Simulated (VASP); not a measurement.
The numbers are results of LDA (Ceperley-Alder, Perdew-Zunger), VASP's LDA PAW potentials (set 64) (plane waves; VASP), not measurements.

VASP input:

File POSCAR:
```
Ga2O3
1
    4.6735344205    -2.4815567396    -0.0039680035
    4.6735344205     2.4815567396    -0.0039680035
    3.3593508018     0.0000000000     4.0883771839
Ga O
4 6
Direct
  0.8556724349   0.8556724349   0.8556724349
  0.3556724349   0.3556724349   0.3556724349
  0.1443275651   0.1443275651   0.1443275651
  0.6443275651   0.6443275651   0.6443275651
  0.4474255974   0.0525744026   0.7500000000
  0.0525744026   0.7500000000   0.4474255974
  0.5525744026   0.9474255974   0.2500000000
  0.2500000000   0.5525744026   0.9474255974
  0.9474255974   0.2500000000   0.5525744026
  0.7500000000   0.4474255974   0.0525744026
```

KPOINTS:
```
kpoints
0
G
6 6 6
```

### INCAR
```
SYSTEM = Ga2O3
PREC = Accurate; ENCUT = 520; LREAL = .False.
LASPH = .True.
EDIFF = 1E-7; NELM = 100; ALGO = Normal
LMAXMIX = 4
ISMEAR = -5
ISIF = 2
LWAVE = .False.; LCHARG = .True.; LORBIT = 11
NEDOS = 601
LEFG = .True.
```

POTCAR, in this order: Ga_d O (LDA.64 set). Program: vasp_std.

Question: Estimate the energy per atom (σ→0).

Answer: 
```
Quantity                                Value
---------------------  ----------------------
energy per atom (σ→0)  -658.7 kJ/mol of atoms
```

**OSZICAR**
```
...
DAV:   9    -0.682717322059E+02    0.24876E-01   -0.16632E-01  5324   0.467E+00    0.156E-01
DAV:  10    -0.682721076016E+02   -0.37540E-03   -0.10775E-02  4804   0.106E+00    0.547E-02
DAV:  11    -0.682721039859E+02    0.36157E-05   -0.13216E-03  4380   0.458E-01    0.131E-02
DAV:  12    -0.682721237212E+02   -0.19735E-04   -0.22041E-04  4048   0.116E-01    0.118E-02
DAV:  13    -0.682721229674E+02    0.75380E-06   -0.15505E-05  4792   0.240E-02    0.233E-03
DAV:  14    -0.682721230058E+02   -0.38481E-07   -0.11480E-06  3588   0.692E-03    0.105E-03
DAV:  15    -0.682721229461E+02    0.59737E-07   -0.13663E-07  2188   0.849E-03
   1 F= -.68272123E+02 E0= -.68272123E+02  d E =0.000000E+00
```

The compound is Ga2O3 in the corundum structure, the metastable α form; monoclinic β is stable. It was relaxed first.
